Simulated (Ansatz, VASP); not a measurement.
**WC (Qusongite) in two plane-wave programs**

One calculation is typed for both programs; each brings its own data sets. How far apart do they land? The cell is taken from a series of runs on this material, whose earlier steps may have relaxed, scaled, displaced or heated it; both programs get it as it stands.

Calculated with Ansatz 0.2.0; plane waves, with VASP 6.6.1 beside it; zone-centre phonons at PBEsol.

## 1. Set-up

Symmetry: P-6m2, No. 187, hexagonal system. The conventional cell has a = 3.015 Å, b = 3.015 Å, c = 2.789 Å, α = 90.00°, β = 90.00°, γ = 120.00°. Nearest to C lie 6 W at 2.23 Å. W has 6 C at 2.23 Å nearest. Farther neighbours are not listed.

## 2. VASP: zone-centre phonons, PBEsol

Second derivatives magnify differences that forces hide, and they need a tight electronic threshold.

Lines of VASP's logs that name or quote its potential files are left out, and so is its time.

Contents of INCAR:

```
SYSTEM = WC
PREC = Accurate
ENCUT = 600
EDIFF = 1E-08
NELM = 120
ISMEAR = 1
SIGMA = 0.2
LREAL = .FALSE.
ALGO = Normal
GGA = PS
NBANDS = 11
LASPH = .TRUE.
LORBIT = 11
LWAVE = .FALSE.
LCHARG = .FALSE.
ISIF = 2
IBRION = 8
GGA_COMPAT = .FALSE.
KPAR = 2
```

Contents of POSCAR:

```
WC
1.0
    3.0145394795      0.0000000000      0.0000000000
   -1.5072697398      2.6106677700      0.0000000000
    0.0000000000      0.0000000000      2.7885409520
C W
1 1
Direct
    0.6666666667      0.3333333333      0.5000000000
    0.0000000000      0.0000000000      0.0000000000
```

Contents of KPOINTS:

```
Automatic mesh
0
Gamma
18 18 16
0 0 0
```

PAW data sets: C and W (PBE family, release 64).

On the command line:

```console
mpirun -np 2 vasp_std
```

Numbers of over 12 decimals in the logs are rounded to 6 here.

Output:

```text
[banner, memory and clock lines left out]
running    2 mpi-ranks, on    1 nodes
 distrk:  each k-point on    1 cores,    2 groups
 distr:  one band on    1 cores,    1 groups

 POSCAR found type information on POSCAR C W
 POSCAR found :  2 types and       2 ions
|                                                                             |
|               ----> ADVICE to this user running VASP <----                  |
|                                                                             |
|     You enforced a specific xc type in the INCAR file but a different       |
|     [... a line on the potential file left out ...]
|     I HOPE YOU KNOW WHAT YOU ARE DOING!                                     |
|                                                                             |

 LDA part: xc-table for (Slater+PW92), standard interpolation
 POSCAR, INCAR and KPOINTS ok, starting setup
 FFT: planning ... GRIDC
 FFT: planning ... GRID_SOFT
 FFT: planning ... GRID
 WAVECAR not read
 entering main loop
       N       E                     dE             d eps       ncg     rms          rms(c)
DAV:   1     0.268943010381E+02    0.26894E+02   -0.54090E+03  7326   0.923E+02
DAV:   2    -0.245163176397E+02   -0.51411E+02   -0.48847E+02  8482   0.209E+02
DAV:   3    -0.268119791124E+02   -0.22957E+01   -0.22667E+01  9083   0.368E+01
DAV:   4    -0.268292569537E+02   -0.17278E-01   -0.17272E-01  8158   0.370E+00
DAV:   5    -0.268293336232E+02   -0.76670E-04   -0.76667E-04  8910   0.246E-01    0.313E+01
DAV:   6    -0.239469560479E+02    0.28824E+01   -0.13290E+01  8961   0.221E+01    0.979E+00
DAV:   7    -0.238572731642E+02    0.89683E-01   -0.69367E-01  7488   0.644E+00    0.769E+00
DAV:   8    -0.238160019250E+02    0.41271E-01   -0.14550E-01  8076   0.282E+00    0.215E+00
DAV:   9    -0.238085607080E+02    0.74412E-02   -0.19148E-02  7929   0.883E-01    0.127E-01
DAV:  10    -0.238084441709E+02    0.11654E-03   -0.97566E-04  8432   0.287E-01    0.193E-01
DAV:  11    -0.238084297816E+02    0.14389E-04   -0.68040E-05  8568   0.572E-02    0.198E-02
DAV:  12    -0.238084280556E+02    0.17260E-05   -0.31258E-06  8109   0.122E-02    0.175E-02
DAV:  13    -0.238084280501E+02    0.54954E-08   -0.64709E-07  9353   0.686E-03    0.675E-04
DAV:  14    -0.238084280335E+02    0.16607E-07   -0.19970E-08  5534   0.117E-03    0.197E-03
DAV:  15    -0.238084280527E+02   -0.19136E-07   -0.36388E-09  3912   0.627E-04    0.131E-04
DAV:  16    -0.238084280557E+02   -0.30864E-08   -0.49749E-10  3771   0.213E-04
   1 F= -.23808428E+02 E0= -.23808252E+02  d E =-.528625E-03
 Linear response reoptimize wavefunctions to high precision
DAV:   1    -0.238084280577E+02   -0.19907E-08   -0.28546E-11  4413   0.552E-05
DAV:   2    -0.238084280577E+02    0.53433E-11   -0.32005E-12  3726   0.189E-05
 Linear response DOF=           4
 Linear response progress:
  Degree of freedom:   1/  4
       N       E                     dE             d eps       ncg     rms          rms(c)
RMM:   1    -0.117111446525E+00   -0.11711E+00    0.50491E-02 75476   0.206E+00
RMM:   2    -0.114934093654E+00    0.21774E-02   -0.22158E-03 50537   0.438E-01    0.197E-01
RMM:   3    -0.115205311535E+00   -0.27122E-03   -0.40207E-04 48294   0.134E-01    0.106E-01
RMM:   4    -0.115864444183E+00   -0.65913E-03   -0.28426E-04 48445   0.106E-01    0.256E-02
RMM:   5    -0.115816402420E+00    0.48042E-04   -0.41140E-06 52553   0.174E-02    0.122E-03
RMM:   6    -0.115830494069E+00   -0.14092E-04   -0.19149E-07 52673   0.246E-03    0.397E-04
RMM:   7    -0.115827276440E+00    0.32176E-05    0.66347E-09 53768   0.463E-04    0.775E-05
RMM:   8    -0.115827431011E+00   -0.15457E-06    0.58246E-08 53942   0.688E-05    0.253E-05
RMM:   9    -0.115827298320E+00    0.13269E-06    0.69735E-09 55983   0.177E-05    0.295E-06
RMM:  10    -0.115827287887E+00    0.10433E-07   -0.71395E-10 51766   0.377E-06    0.781E-07
RMM:  11    -0.115827287629E+00    0.25789E-09   -0.15771E-10 37121   0.205E-06    0.148E-07
 first order change of Fermi-energy   0.67330E-05
 force on displaced ion       1 direction 1 : -13.571   0.002   0.000
 Linear response progress:
  Degree of freedom:   2/  4
       N       E                     dE             d eps       ncg     rms          rms(c)
RMM:   1    -0.119619953696E+00   -0.11962E+00    0.38342E-02 26299   0.207E+00
RMM:   2    -0.117046478175E+00    0.25735E-02   -0.23878E-03 17918   0.450E-01    0.164E-01
RMM:   3    -0.117310454561E+00   -0.26398E-03   -0.55893E-04 17038   0.154E-01    0.814E-02
RMM:   4    -0.118122460461E+00   -0.81201E-03   -0.42145E-04 17323   0.122E-01    0.192E-02
RMM:   5    -0.118099664752E+00    0.22796E-04   -0.62843E-06 18449   0.194E-02    0.219E-03
RMM:   6    -0.118126570112E+00   -0.26905E-04   -0.40781E-07 17838   0.415E-03    0.445E-04
RMM:   7    -0.118126235268E+00    0.33484E-06   -0.69532E-09 18917   0.647E-04    0.215E-04
RMM:   8    -0.118124782020E+00    0.14532E-05   -0.95874E-11 18920   0.153E-04    0.234E-05
RMM:   9    -0.118124811434E+00   -0.29414E-07    0.87747E-09 19336   0.212E-05    0.492E-06
RMM:  10    -0.118124785576E+00    0.25858E-07   -0.33206E-09 17837   0.460E-06    0.884E-07
RMM:  11    -0.118124790512E+00   -0.49362E-08   -0.57031E-10 11813   0.167E-06    0.225E-07
 first order change of Fermi-energy   0.29637E-03
 force on displaced ion       1 direction 3 :   0.000  -0.000 -12.130
 Linear response progress:
  Degree of freedom:   3/  4
       N       E                     dE             d eps       ncg     rms          rms(c)
RMM:   1    -0.109980114741E+00   -0.10998E+00   -0.89933E-02 64351   0.187E+00
RMM:   2    -0.106943727465E+00    0.30364E-02   -0.18493E-03 49594   0.346E-01    0.201E-01
RMM:   3    -0.106058032783E+00    0.88569E-03   -0.29521E-04 51698   0.109E-01    0.118E-01
RMM:   4    -0.105650809496E+00    0.40722E-03   -0.47763E-04 51422   0.135E-01    0.177E-02
RMM:   5    -0.105673655897E+00   -0.22846E-04   -0.31451E-06 53575   0.162E-02    0.376E-03
RMM:   6    -0.105675971143E+00   -0.23152E-05   -0.23336E-07 53346   0.212E-03    0.130E-03
RMM:   7    -0.105676053695E+00   -0.82552E-07    0.24550E-08 52802   0.983E-04    0.119E-04
RMM:   8    -0.105675057861E+00    0.99583E-06    0.78546E-08 54758   0.205E-04    0.202E-05
RMM:   9    -0.105675058735E+00   -0.87406E-09    0.30344E-08 56206   0.313E-05    0.560E-06
 first order change of Fermi-energy  -0.55127E-04
 force on displaced ion       2 direction 1 : -13.571   0.002   0.000
 Linear response progress:
  Degree of freedom:   4/  4
       N       E                     dE             d eps       ncg     rms          rms(c)
RMM:   1    -0.112432125291E+00   -0.11243E+00   -0.95357E-02 23462   0.195E+00
RMM:   2    -0.109159401595E+00    0.32727E-02   -0.20746E-03 17476   0.377E-01    0.165E-01
RMM:   3    -0.108425349130E+00    0.73405E-03   -0.23754E-04 18190   0.105E-01    0.915E-02
RMM:   4    -0.108209172494E+00    0.21618E-03   -0.42181E-04 17799   0.134E-01    0.144E-02
RMM:   5    -0.108231598026E+00   -0.22426E-04   -0.24673E-06 18948   0.130E-02    0.341E-03
RMM:   6    -0.108241113286E+00   -0.95153E-05   -0.87977E-08 18862   0.203E-03    0.874E-04
RMM:   7    -0.108241637804E+00   -0.52452E-06   -0.57830E-09 18663   0.579E-04    0.266E-04
RMM:   8    -0.108241357267E+00    0.28054E-06   -0.99974E-10 19197   0.212E-04    0.648E-05
RMM:   9    -0.108240870130E+00    0.48714E-06    0.15560E-09 19383   0.638E-05    0.541E-06
RMM:  10    -0.108240856104E+00    0.14026E-07   -0.78542E-10 19684   0.101E-05    0.192E-06
RMM:  11    -0.108240857305E+00   -0.12017E-08   -0.18550E-10 16278   0.264E-06    0.492E-07
 first order change of Fermi-energy  -0.45496E-03
 force on displaced ion       2 direction 3 :   0.000  -0.000 -12.129
 Linear response finished
```

Parts of OUTCAR (step 2):

```text
ion  position               nearest neighbor table
   1  0.667  0.333  0.500-   2 2.23   2 2.23   2 2.23   2 2.23   2 2.23   2 2.23
   2  0.000  0.000  0.000-   1 2.23   1 2.23   1 2.23   1 2.23   1 2.23   1 2.23

  LATTYP: Found a hexagonal cell.
 ALAT       =     3.0145394795
 C/A-ratio  =     0.9250304967

 Subroutine GETGRP returns: Found 12 space group operations
 (whereof 12 operations were pure point group operations)

The static configuration has the point symmetry D_3h.

 Found    333 irreducible k-points:

   k-points           NKPTS =    333   k-points in BZ     NKDIM =    333   number of bands    NBANDS=     11

   dimension x,y,z NGX =    24 NGY =   24 NGZ =   24
   dimension x,y,z NGXF=    48 NGYF=   48 NGZF=   48

   ENCUT  =  600.0 eV  44.10 Ry    6.64 a.u.   6.02  6.02  5.57*2*pi/ulx,y,z

   NELECT =      10.0000    total number of electrons

 k-points in reciprocal lattice and weights: Automatic mesh
   0.00000000  0.00000000  0.00000000       0.000
   0.05555556  0.00000000  0.00000000       0.001
   0.11111111  0.00000000  0.00000000       0.001
   0.16666667  0.00000000  0.00000000       0.001
   0.22222222  0.00000000  0.00000000       0.001
   0.27777778  0.00000000  0.00000000       0.001
   0.33333333  0.00000000  0.00000000       0.001
   0.38888889  0.00000000  0.00000000       0.001
   0.44444444  0.00000000  0.00000000       0.001
[...]
0.33333333  0.27777778  0.50000000       0.002
   0.33333333  0.33333333  0.50000000       0.000

 average (electrostatic) potential at core
       1 -47.0086       2 -37.8679

  Total       -4.2900975     -4.2900975     -0.1995563      0.0000000      0.0000000      0.0000000
  in kB     -313.2045987   -313.2045987    -14.5688905      0.0000000      0.0000000      0.0000000
  external PRESSURE =    -213.6593626 kB  Pullay stress =       0.0000000 kB

  energy-cutoff  :      600.00
  volume of cell :       21.95
      direct lattice vectors                 reciprocal lattice vectors
     3.014539479  0.000000000  0.000000000     0.331725627  0.191521880  0.000000000
    -1.507269740  2.610667770  0.000000000     0.000000000  0.383043760  0.000000000
     0.000000000  0.000000000  2.788540952     0.000000000  0.000000000  0.358610477

 POSITION                                       TOTAL-FORCE (eV/Angst)
 -----------------------------------------------------------------------------------
      1.50727      0.87022      1.39427         0.000000     -0.000000      0.000000
      0.00000      0.00000      0.00000        -0.000000      0.000000      0.000000
 -----------------------------------------------------------------------------------
    total drift:                               -0.000000      0.000000      0.000000

 Eigenvectors and eigenvalues of the dynamical matrix
 ----------------------------------------------------

   1 f  =   17.151516 THz   107.766152 2PiTHz  572.112982 cm-1    70.932938 meV
             X         Y         Z           dx          dy          dz
      1.507270  0.870223  1.394270     0.409829   -0.877904    0.000000
      0.000000  0.000000  0.000000    -0.104752    0.224393    0.000000

   2 f  =   17.151516 THz   107.766152 2PiTHz  572.112982 cm-1    70.932938 meV
             X         Y         Z           dx          dy          dz
      1.507270  0.870223  1.394270    -0.877904   -0.409829    0.000000
      0.000000  0.000000  0.000000     0.224393    0.104752    0.000000

   3 f  =   16.215403 THz   101.884382 2PiTHz  540.887624 cm-1    67.061488 meV
             X         Y         Z           dx          dy          dz
      1.507270  0.870223  1.394270     0.000000    0.000000    0.968855
      0.000000  0.000000  0.000000     0.000000    0.000000   -0.247630

   4 f/i=    0.000033 THz     0.000210 2PiTHz    0.001112 cm-1     0.000138 meV
             X         Y         Z           dx          dy          dz
      1.507270  0.870223  1.394270     0.000717    0.247638    0.000000
      0.000000  0.000000  0.000000     0.002804    0.968848    0.000000

   5 f/i=    0.000033 THz     0.000210 2PiTHz    0.001112 cm-1     0.000138 meV
             X         Y         Z           dx          dy          dz
      1.507270  0.870223  1.394270    -0.247638    0.000717    0.000000
      0.000000  0.000000  0.000000    -0.968848    0.002804    0.000000

   6 f/i=    0.000119 THz     0.000748 2PiTHz    0.003968 cm-1     0.000492 meV
             X         Y         Z           dx          dy          dz
      1.507270  0.870223  1.394270     0.000000    0.000000   -0.247630
      0.000000  0.000000  0.000000     0.000000    0.000000   -0.968855

 ELASTIC MODULI CONTR FROM IONIC RELAXATION (kBar)
 Direction    XX          YY          ZZ          XY          YZ          ZX
 --------------------------------------------------------------------------------
 XX         -69.3545     69.3545     -0.0000      0.0000      0.0000     -0.0000
 YY          69.3545    -69.3545     -0.0000      0.0000      0.0000      0.0000
 ZZ          -0.0000      0.0000     -0.0000      0.0000      0.0000      0.0000
 XY           0.0000      0.0000      0.0000    -69.3545      0.0000     -0.0000
 YZ           0.0000      0.0000      0.0000      0.0000      0.0000      0.0000
 ZX          -0.0000      0.0000      0.0000     -0.0000      0.0000     -0.0000
 --------------------------------------------------------------------------------
```

(Continued in part 2 of 2.)

[Lines on the potential files, build, host, timing and source positions are cut from VASP's logs without a mark.]

[Logs are printed without paths, hosts, clocks, repeated set-up lines and the standing remarks that a program may print on its own settings, such as how far it seeks lower states.]

[Hosts, paths, dates, database ids (printed as entryN), source tags and the programs' standing remarks are cut or masked in the printed files.]
